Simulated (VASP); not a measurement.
The system is Ta3AsAu2O13.

```
Ta As Au O
1.0
     5.24237    3.02668    4.14273
    -5.24237    3.02668    4.14273
     0.00000   -6.05337    4.14273
Ta As Au O
3 1 2 13
Direct
  0.23108 0.57229 0.23108
  0.23108 0.23108 0.57229
  0.57229 0.23108 0.23108
  0.55878 0.55878 0.55878
  0.96559 0.96559 0.96559
  0.75105 0.75105 0.75105
  0.40884 0.66762 0.40884
  0.40884 0.40884 0.66762
  0.66762 0.40884 0.40884
  0.49726 0.01313 0.36024
  0.36024 0.49726 0.01313
  0.01313 0.36024 0.49726
  0.36024 0.01313 0.49726
  0.01313 0.49726 0.36024
  0.49726 0.36024 0.01313
  0.10963 0.74806 0.10963
  0.10963 0.10963 0.74806
  0.74806 0.10963 0.10963
  0.30840 0.30840 0.30840
```

The cell was built by a generator and needn't be a form met in nature.

```yaml
Program: VASP 6.6.1
Task: relaxation of cell and atoms
Functional: PBEsol
Potentials_or_basis: VASP PAW PBE potentials, release 64 (Ta_pv, As, Au, O)
Cutoff: 600 eV
k_mesh: 4 × 4 × 4
Occupations: fermi-dirac, width 0.05 eV
Spin: no spin polarisation
```

At the start: pressure -2.4 GPa; volume 20.76 Å³/atom.

Question: How do energy, volume and symmetry change on relaxing?

Answer: Over 28 steps the energy falls by 6.3 meV/atom and the volume is 19.85 Å³/atom (-4.4 %); space group R3m (No. 160, to 0.05 Å).

Step by step:
```csv
step,energy change (eV),largest force (eV/Å),pressure (GPa),volume (Å³)
1,0.0000,0.2258,-2.40,394.40
2,0.0304,0.7375,2.97,376.93
3,-0.0704,0.4323,-0.08,386.28
4,-0.0953,0.3858,-0.24,383.54
5,-0.0967,0.4643,-0.28,382.72
6,-0.1094,0.3323,-0.13,380.85
7,-0.1110,0.3444,-0.05,379.95
8,-0.1147,0.1178,-0.02,379.42
9,-0.1152,0.1221,-0.01,379.14
10,-0.1163,0.1153,-0.01,378.96
11,-0.1173,0.0960,0.00,378.44
12,-0.1174,0.0995,0.00,378.56
13,-0.1181,0.0647,-0.03,378.40
14,-0.1182,0.0524,-0.04,378.34
15,-0.1185,0.0351,0.01,378.18
16,-0.1186,0.0444,0.03,378.07
17,-0.1188,0.0408,0.03,378.02
18,-0.1191,0.0671,0.01,377.86
19,-0.1193,0.0528,0.00,377.84
20,-0.1194,0.0338,-0.01,377.81
21,-0.1197,0.0216,-0.01,377.76
22,-0.1199,0.0453,-0.02,377.64
23,-0.1201,0.0430,0.00,377.51
24,-0.1201,0.0673,0.02,377.21
25,-0.1202,0.0402,0.01,377.35
26,-0.1203,0.0314,0.01,377.28
27,-0.1204,0.0242,0.01,377.18
28,-0.1205,0.0149,-0.01,377.17
```

Final structure:
```cif
data_structure
_symmetry_space_group_name_H-M 'P 1'
_symmetry_Int_Tables_number 1
_cell_length_a 7.2278
_cell_length_b 7.2278
_cell_length_c 7.2279
_cell_angle_alpha 91.557
_cell_angle_beta 91.557
_cell_angle_gamma 91.557
_cell_volume 377.17
loop_
_atom_site_label
_atom_site_type_symbol
_atom_site_fract_x
_atom_site_fract_y
_atom_site_fract_z
_atom_site_occupancy
Ta1 Ta 0.23009 0.57268 0.23009 1
Ta2 Ta 0.23009 0.23009 0.57268 1
Ta3 Ta 0.57268 0.23009 0.23009 1
As1 As 0.56242 0.56242 0.56242 1
Au1 Au 0.96825 0.96825 0.96825 1
Au2 Au 0.75492 0.75492 0.75492 1
O1 O 0.40981 0.66961 0.40981 1
O2 O 0.40981 0.40981 0.66961 1
O3 O 0.66961 0.40981 0.40981 1
O4 O 0.49709 0.01030 0.35944 1
O5 O 0.35944 0.49709 0.01030 1
O6 O 0.01030 0.35944 0.49709 1
O7 O 0.35944 0.01030 0.49709 1
O8 O 0.01030 0.49709 0.35944 1
O9 O 0.49709 0.35944 0.01030 1
O10 O 0.10693 0.75002 0.10693 1
O11 O 0.10693 0.10693 0.75002 1
O12 O 0.75002 0.10693 0.10693 1
O13 O 0.30693 0.30693 0.30693 1
```

Caveat: the PAW data sets were made with another functional, which shifts forces and pressure a little.
